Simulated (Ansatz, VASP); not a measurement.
**Cu2W: VASP beside Ansatz**

```
Cu W
1.0
     0.00000    2.89589    2.89589
     2.89589    0.00000    2.89589
     2.89589    2.89589    0.00000
Cu W
2 1
Direct
  0.25000 0.25000 0.25000
  0.75000 0.75000 0.75000
  0.00000 0.00000 0.00000
```

Change from the starting cell: species swapped into the LuH2 type (Fm-3m, No. 225).

Alike in both runs: functional PBE; k mesh 14 × 14 × 14; occupations gaussian, width 0.1 eV; no spin polarisation.

Ansatz relaxed the structure, and its values are those at the end. VASP's run is a single point on that final structure, the one shown.

|  | VASP | Ansatz |
| --- | --- | --- |
| version | VASP 6.6.1 | Ansatz 0.2.0 |
| potentials or method | VASP PAW PBE potentials, release 64 (Cu, W_sv) | scalar-relativistic, plane waves, PAW |
| plane-wave cutoff (eV) | 520 | 420 |
| valence electrons in the cell | 36 | 52 |

```csv
,VASP,Ansatz,Ansatz less VASP
gap on the k mesh at the Fermi level (eV),none,none,-
pressure (GPa),1.5,0.0,-1.46
```

A gap of «none» marks a metal or a gap that the smearing closes. The two sets of potentials don't hold the same shells in valence.

The runs have no spin-orbit coupling, so splittings on W are missing.
